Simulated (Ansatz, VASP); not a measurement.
**Cross-check of CuAs3 between VASP and Ansatz**

Wanted: the spread between two codes on one cell, functional and k mesh. The cell is generated by rule, not measured, and may not be a known phase. The cell is taken from a series of runs on this material, whose earlier steps may have relaxed, scaled, displaced or heated it; both programs get it as it stands.

Calculated with Ansatz 0.2.0; plane waves, with VASP 6.6.1 beside it; relaxation of cell and atoms at PBEsol.

The structure was built from a prototype and need not be the compound's stable phase.

### Step 1. Starting point

The structure is cubic, space group Im-3m (No. 229). Conventional cell: a = 5.180 Å, b = 5.180 Å, c = 5.180 Å, α = 90.00°, β = 90.00°, γ = 90.00°. As has 2 Cu at 2.59 Å and 4 As at 2.59 Å nearest. Nearest to Cu lie 6 As at 2.59 Å. Farther neighbours are not listed.

Coordinates:

```xyz
4
Lattice="-2.5900 2.5900 2.5900 2.5900 -2.5900 2.5900 2.5900 2.5900 -2.5900" Properties=species:S:1:pos:R:3 pbc="T T T"
As    2.5900    0.0000    0.0000
As    0.0000    2.5900    0.0000
As    0.0000    0.0000    2.5900
Cu    0.0000    0.0000    0.0000
```

### Step 2. VASP: relaxation of cell and atoms, PBEsol

The relaxed volume is the usual yardstick between codes: in a stiff, nearly cubic crystal its relative difference is about their pressure difference at one cell divided by the bulk modulus.

Lines of VASP's logs that name or quote its potential files are left out, and so is its time.

Input file INCAR:

```
SYSTEM = CuAs3
PREC = Accurate
ENCUT = 600
EDIFF = 1E-07
NELM = 120
ISMEAR = 0
SIGMA = 0.1
LREAL = .FALSE.
ALGO = Normal
GGA = PS
NBANDS = 19
LASPH = .TRUE.
LORBIT = 11
LWAVE = .FALSE.
LCHARG = .FALSE.
ISIF = 3
IBRION = 2
NSW = 80
EDIFFG = -0.005
GGA_COMPAT = .FALSE.
NELMIN = 4
KPAR = 2
```

Input file POSCAR:

```
CuAs3
1.0
   -2.5899950000      2.5899950000      2.5899950000
    2.5899950000     -2.5899950000      2.5899950000
    2.5899950000      2.5899950000     -2.5899950000
As Cu
3 1
Direct
    0.0000000000      0.5000000000      0.5000000000
    0.5000000000      0.0000000000      0.5000000000
    0.5000000000      0.5000000000      0.0000000000
    0.0000000000      0.0000000000      0.0000000000
```

Input file KPOINTS:

```
Automatic mesh
0
Gamma
10 10 10
0 0 0
```

Potentials, in the order of the species: As and Cu (PBE family, release 64).

Command:

```console
$ mpirun -np 2 vasp_std
```

Numbers of over 12 decimals in the logs are rounded to 6 here.

The log of the run:

```text
[banner, memory and clock lines left out]
running    2 mpi-ranks, on    1 nodes
 distrk:  each k-point on    1 cores,    2 groups
 distr:  one band on    1 cores,    1 groups

 POSCAR found type information on POSCAR AsCu
 POSCAR found :  2 types and       4 ions
|                                                                             |
|               ----> ADVICE to this user running VASP <----                  |
|                                                                             |
|     You enforced a specific xc type in the INCAR file but a different       |
|     [... a line on the potential file left out ...]
|     I HOPE YOU KNOW WHAT YOU ARE DOING!                                     |
|                                                                             |

 LDA part: xc-table for (Slater+PW92), standard interpolation
 POSCAR, INCAR and KPOINTS ok, starting setup
 FFT: planning ... GRIDC
 FFT: planning ... GRID_SOFT
 FFT: planning ... GRID
 WAVECAR not read
 entering main loop
       N       E                     dE             d eps       ncg     rms          rms(c)
DAV:   1     0.166257408356E+03    0.16626E+03   -0.12440E+04  1794   0.163E+03
DAV:   2    -0.514174161004E+01   -0.17140E+03   -0.16498E+03  1851   0.312E+02
DAV:   3    -0.205610550374E+02   -0.15419E+02   -0.14771E+02  2486   0.941E+01
DAV:   4    -0.210983037672E+02   -0.53725E+00   -0.53182E+00  2493   0.151E+01
DAV:   5    -0.211066862887E+02   -0.83825E-02   -0.83757E-02  2261   0.191E+00    0.156E+01
DAV:   6    -0.259370623173E+02   -0.48304E+01   -0.14303E+02  2058   0.234E+02    0.142E+01
DAV:   7    -0.195976535501E+02    0.63394E+01   -0.15626E+01  2247   0.111E+02    0.545E+00
DAV:   8    -0.190159165175E+02    0.58174E+00   -0.36981E+00  2353   0.516E+01    0.130E+00
DAV:   9    -0.190549258773E+02   -0.39009E-01   -0.53749E-01  2596   0.871E+00    0.514E-01
DAV:  10    -0.190528604525E+02    0.20654E-02   -0.43818E-02  2064   0.593E+00    0.312E-01
DAV:  11    -0.190519145854E+02    0.94587E-03   -0.24807E-02  2176   0.472E+00    0.289E-01
DAV:  12    -0.190508119916E+02    0.11026E-02   -0.34712E-03  2621   0.146E+00    0.117E-01
DAV:  13    -0.190505551602E+02    0.25683E-03   -0.87857E-04  2508   0.769E-01    0.183E-02
DAV:  14    -0.190505646788E+02   -0.95186E-05   -0.18539E-04  2747   0.164E-01    0.848E-03
DAV:  15    -0.190505648214E+02   -0.14259E-06   -0.27860E-06  2266   0.120E-02    0.872E-03
DAV:  16    -0.190505624596E+02    0.23618E-05   -0.49277E-06  2592   0.594E-02    0.184E-03
DAV:  17    -0.190505625118E+02   -0.52258E-07   -0.53213E-07  2097   0.578E-03
   1 F= -.19050563E+02 E0= -.19045461E+02  d E =-.190506E+02
 curvature:   0.00 expect dE= 0.000E+00 dE for cont linesearch  0.000E+00
 trial: gam= 0.00000 g(F)=  0.476E-60 g(S)=  0.136E-02 ort = 0.000E+00 (trialstep = 0.100E+01)
 search vector abs. value=  0.136E-02
 bond charge predicted
       N       E                     dE             d eps       ncg     rms          rms(c)
DAV:   1    -0.190659472460E+02   -0.15385E-01   -0.23161E-01  2014   0.109E+01    0.104E+00
DAV:   2    -0.190714843237E+02   -0.55371E-02   -0.25452E-01  1981   0.151E+01    0.100E+00
DAV:   3    -0.190516732879E+02    0.19811E-01   -0.10417E-01  1960   0.941E+00    0.230E-01
DAV:   4    -0.190508983290E+02    0.77496E-03   -0.43111E-03  2693   0.104E+00    0.304E-02
DAV:   5    -0.190508884030E+02    0.99261E-05   -0.11442E-04  2170   0.957E-02    0.286E-02
DAV:   6    -0.190508743066E+02    0.14096E-04   -0.30773E-05  2718   0.146E-01    0.420E-03
DAV:   7    -0.190508745125E+02   -0.20585E-06   -0.42900E-06  2723   0.315E-02    0.256E-03
DAV:   8    -0.190508746456E+02   -0.13314E-06   -0.10142E-07  1163   0.626E-03    0.762E-04
DAV:   9    -0.190508746781E+02   -0.32491E-07   -0.43445E-08  1016   0.432E-03
   2 F= -.19050875E+02 E0= -.19045746E+02  d E =-.312166E-03
 trial-energy change:   -0.000312  1 .order   -0.000296   -0.001360    0.000767
 step:   0.6495(harm=  0.6394)  dis= 0.00000  next Energy=   -19.051008 (dE=-0.446E-03)
 bond charge predicted
       N       E                     dE             d eps       ncg     rms          rms(c)
DAV:   1    -0.190528948438E+02   -0.20202E-02   -0.28307E-02  2014   0.379E+00    0.374E-01
DAV:   2    -0.190538210646E+02   -0.92622E-03   -0.35740E-02  1978   0.555E+00    0.358E-01
DAV:   3    -0.190510863544E+02    0.27347E-02   -0.12591E-02  1960   0.341E+00    0.680E-02
DAV:   4    -0.190510179972E+02    0.68357E-04   -0.50798E-04  2118   0.169E-01    0.191E-02
DAV:   5    -0.190510108026E+02    0.71947E-05   -0.18892E-05  2547   0.847E-02    0.109E-02
DAV:   6    -0.190510088634E+02    0.19391E-05   -0.51314E-06  2751   0.374E-02    0.294E-03
DAV:   7    -0.190510088570E+02    0.64197E-08   -0.96032E-07  2414   0.159E-02
   3 F= -.19051009E+02 E0= -.19045890E+02  d E =-.446345E-03
 curvature:  -0.32 expect dE=-0.313E-07 dE for cont linesearch -0.313E-07
 trial: gam=-0.00841 g(F)=  0.433E-60 g(S)=  0.979E-07 ort = 0.115E-04 (trialstep = 0.930E+00)
 search vector abs. value=  0.107E-09
 reached required accuracy - stopping structural energy minimisation
```

Parts of OUTCAR (step 2):

```text
ion  position               nearest neighbor table
   1  0.000  0.500  0.500-   2 2.59   3 2.59   4 2.59   4 2.59   3 2.59   2 2.59
   2  0.500  0.000  0.500-   1 2.59   3 2.59   4 2.59   3 2.59   4 2.59   1 2.59
   3  0.500  0.500  0.000-   1 2.59   2 2.59   4 2.59   2 2.59   1 2.59   4 2.59
   4  0.000  0.000  0.000-   1 2.59   2 2.59   3 2.59   1 2.59   2 2.59   3 2.59

  LATTYP: Found a body centered cubic cell.
 ALAT       =     5.1799900000

 Subroutine GETGRP returns: Found 48 space group operations
 (whereof 48 operations were pure point group operations)

The static configuration has the point symmetry O_h .

 Found     47 irreducible k-points:

   k-points           NKPTS =     47   k-points in BZ     NKDIM =     47   number of bands    NBANDS=     19

   dimension x,y,z NGX =    36 NGY =   36 NGZ =   36
   dimension x,y,z NGXF=    72 NGYF=   72 NGZF=   72

   ENCUT  =  600.0 eV  44.10 Ry    6.64 a.u.   8.96  8.96  8.96*2*pi/ulx,y,z

   NELECT =      26.0000    total number of electrons

 k-points in reciprocal lattice and weights: Automatic mesh
   0.00000000  0.00000000  0.00000000       0.001
   0.10000000  0.00000000  0.00000000       0.012
   0.20000000  0.00000000  0.00000000       0.012
   0.30000000  0.00000000  0.00000000       0.012
   0.40000000  0.00000000  0.00000000       0.012
   0.50000000  0.00000000  0.00000000       0.006
   0.10000000  0.10000000  0.00000000       0.024
   0.20000000  0.10000000  0.00000000       0.048
   0.30000000  0.10000000  0.00000000       0.048
[...]
0.50000000  0.50000000  0.40000000       0.012
   0.50000000  0.50000000  0.50000000       0.001

 average (electrostatic) potential at core
       1 -48.5381       2 -48.5381       3 -48.5381       4 -65.0611

 E-fermi :   6.1783

 k-point     1 :       0.0000    0.0000    0.0000
  band No.  band energies     occupation
    ...
     10       3.5329      2.00000
     11       3.5329      2.00000
     12       4.3252      2.00000
     13       4.3252      2.00000
     14       4.3252      2.00000
     15       7.0655      0.00000
     16       9.9262      0.00000
     17       9.9262      0.00000
     18       9.9262      0.00000
     19      12.8242      0.00000

 k-point     2 :       0.1000    0.0000    0.0000
  band No.  band energies     occupation
    ...
     10       3.2186      2.00000
     11       3.3445      2.00000
     12       4.0417      2.00000
     13       4.2270      2.00000
     14       4.8212      2.00000
     15       7.6140      0.00000
     16      10.1581      0.00000
     17      10.1845      0.00000
     18      10.3359      0.00000
     19      12.0006      0.00000

 k-point     3 :       0.2000    0.0000    0.0000
  band No.  band energies     occupation
    ...
     10       3.3712      2.00000
     11       3.5169      2.00000
     12       3.9883      2.00000
     13       4.0294      2.00000
     14       5.7487      2.00000
     15       8.5776      0.00000
     16      10.4778      0.00000
     17      10.6957      0.00000
     18      10.8402      0.00000
     19      10.8888      0.00000

  Total        0.0016451      0.0016451      0.0016451      0.0000000      0.0000000      0.0000000
  in kB        0.0377542      0.0377542      0.0377542      0.0000000      0.0000000      0.0000000
  external PRESSURE =       0.0377542 kB  Pullay stress =       0.0000000 kB

  energy-cutoff  :      600.00
  volume of cell :       69.81
      direct lattice vectors                 reciprocal lattice vectors
    -2.593928017  2.593928017  2.593928017     0.000000000  0.192757855  0.192757855
     2.593928017 -2.593928017  2.593928017     0.192757855  0.000000000  0.192757855
     2.593928017  2.593928017 -2.593928017     0.192757855  0.192757855  0.000000000

 POSITION                                       TOTAL-FORCE (eV/Angst)
 -----------------------------------------------------------------------------------
      2.59393      0.00000      0.00000        -0.000000      0.000000      0.000000
      0.00000      2.59393      0.00000        -0.000000     -0.000000      0.000000
      0.00000      0.00000      2.59393         0.000000     -0.000000     -0.000000
      0.00000      0.00000     -0.00000        -0.000000      0.000000     -0.000000
 -----------------------------------------------------------------------------------
    total drift:                                0.000000     -0.000000     -0.000000

  FREE ENERGIE OF THE ION-ELECTRON SYSTEM (eV)
  ---------------------------------------------------
  free  energy   TOTEN  =       -19.0510088570 eV

  energy  without entropy=      -19.0407708258  energy(sigma->0) =      -19.04588984

 reached required accuracy - stopping structural energy minimisation

 total charge
# of ion       s       p       d       tot
------------------------------------------
    1        1.283   1.374   0.064   2.721
    2        1.283   1.374   0.064   2.721
    3        1.283   1.374   0.064   2.721
    4        0.424   0.330   9.152   9.907
--------------------------------------------------
tot          4.274   4.452   9.344  18.070

[... 3 further parts left out ...]
```

CONTCAR:

```
CuAs3
   1.00000000000000
    -2.5939280173191044    2.5939280173191044    2.5939280173191044
     2.5939280173191044   -2.5939280173191044    2.5939280173191044
     2.5939280173191044    2.5939280173191044   -2.5939280173191044
  As              Cu
     3     1
Direct
     0.0000000000000000    0.5000000000000000    0.5000000000000000
     0.5000000000000000    0.0000000000000000    0.5000000000000000
     0.5000000000000000    0.5000000000000000    0.0000000000000000
     0.0000000000000000    0.0000000000000000    0.0000000000000000
```

(Part 1 of 2 ends here.)

[Lines on the potential files, build, host, timing and source positions are cut from VASP's logs without a mark.]

[Logs are printed without paths, hosts, clocks, repeated set-up lines and the standing remarks that a program may print on its own settings, such as how far it seeks lower states.]

[Hosts, paths, dates, database ids (printed as entryN), source tags and the programs' standing remarks are cut or masked in the printed files.]
